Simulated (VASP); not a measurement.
# CH₂IBr: harmonic vibrations of a molecule

CH₂IBr, molecule in box, 5 atoms in the cell. PBE, harmonic vibrations; PAW potentials Br, C, I, H (PBE set).

## Input

INCAR.step1:
```
PREC = Accurate ; ENCUT = 400
EDIFF = 1E-8 ; ISMEAR = 0
SIGMA = 0.01 ; ISYM = 0
LREAL = False ; LASPH = True
NELM = 100 ; ALGO = Normal
LWAVE = False ; LCHARG = False
IBRION = 2 ; NSW = 60
ISIF = 2 ; EDIFFG = -0.002
POTIM = 0.5
```

INCAR.step2, as INCAR.step1 but for:
```
- IBRION = 2
- NSW = 60
- ISIF = 2
- EDIFFG = -0.002
- POTIM = 0.5
+ IBRION = 5
+ NFREE = 2
+ POTIM = 0.015
+ NSW = 1
```

KPOINTS:
```
k-points
0
Gamma
  1 1 1
```

POSCAR.step1:
```
H2CIBr
1.0
   13.0000000000      0.0000000000      0.0000000000
    0.0000000000     11.0000000000      0.0000000000
    0.0000000000      0.0000000000     12.0000000000
Br C I H
1 1 1 2
Direct
    0.3766923100      0.4773090900      0.5308750000
    0.5178615400      0.4930181800      0.4861666700
    0.6253076900      0.4147454500      0.5988166700
    0.5355769200      0.5890727300      0.4801916700
    0.5270846200      0.4471636400      0.4068500000
```

Commands (each step's output is kept before the next begins):
```
cat potpaw_PBE.64/Br/POTCAR potpaw_PBE.64/C/POTCAR potpaw_PBE.64/I/POTCAR potpaw_PBE.64/H/POTCAR > POTCAR
cp INCAR.step1 INCAR
cp POSCAR.step1 POSCAR
mpirun -np 4 vasp_gam > vasp.out
cp CONTCAR POSCAR
cp INCAR.step2 INCAR
mpirun -np 4 vasp_gam > vasp.out
```

## Result

- Vibrations (cm⁻¹; a negative value is imaginary): 3151, 3063, 1369, 1125, 1045, 739, 595, 508, 135
- Zero-point energy (eV): 0.727
- Translations and rotations, which should read zero (cm⁻¹): -8, -4, -1, 0, 5, 6
- Vibrational entropy at 298 K (meV/K): 0.190
- Displaced cells: 30
- Ionic steps, all stages: 50
- Electronic steps, all stages: 818

VASP 6.6.1 took 1558 s on 4 cores (Intel Xeon Platinum 8259CL @ 2.50GHz (Skylake/Cascade Lake)), a shared host.
